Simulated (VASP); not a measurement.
A VASP calculation is set up with these files.

### KPOINTS
```
kpoints
0
G
13 13 13
```

### POSCAR
```
NbC
1.0
  0.0000000000   2.2166860000   2.1716000000
  2.1708950000   0.0000000000   2.1716000000
  2.1708950000   2.2166860000   0.0000000000
Nb C
1 1
direct
  0.0000000000   0.0000000000   0.0000000000
  0.4918220000   0.5081780000   0.5081780000
```

### INCAR
```
! general
SYSTEM =NbC
PREC   =Accurate
ENCUT  =520
LREAL  =F
LASPH  =T

! electronic loop
EDIFF  =1E-6
NELM   =100
ALGO   =Normal
LMAXMIX=4

! smearing
ISMEAR =1
SIGMA  =0.1

! functional
GGA    =PE

! ions
ISIF   =2

! output
LWAVE  =F
LCHARG =F
```

POTCAR, in this order: Nb_sv C (PBE.64 set). Program: vasp_std.

Translate this PBE calculation to Ansatz.

One equivalent input (not run):
Ansatz 0.2 input:
```yaml
crystal:
  lattice:
    - [0.0000000, 2.2166860, 2.1716000]
    - [2.1708950, 0.0000000, 2.1716000]
    - [2.1708950, 2.2166860, 0.0000000]
  atoms:
    - { symbol: Nb, position: [0.0000000, 0.0000000, 0.0000000] }
    - { symbol: C, position: [0.4918220, 0.5081780, 0.5081780] }
kpoints:
  mp_grid: { grid: [13, 13, 13] }
hamiltonian:
  xc: pbe
  pseudopotentials: { kind: paw }
scf:
  occupations: { method: methfessel_paxton, width: 0.1 }
  max_iter: 100
output: { forces: true, stress: true, eigenvalues: true }
```
Limits of the translation: each code has its own PAW files, so the cut-off isn't converted (ENCUT is set for VASP's; basis.ecutwfc is left out, and Ansatz then takes the one that its files recommend); Ansatz stops its SCF on the density residual and VASP on the energy change (EDIFF).

The compound is NbC in the rock salt structure. The cell was not relaxed at this level, atoms are displaced from their ideal sites.
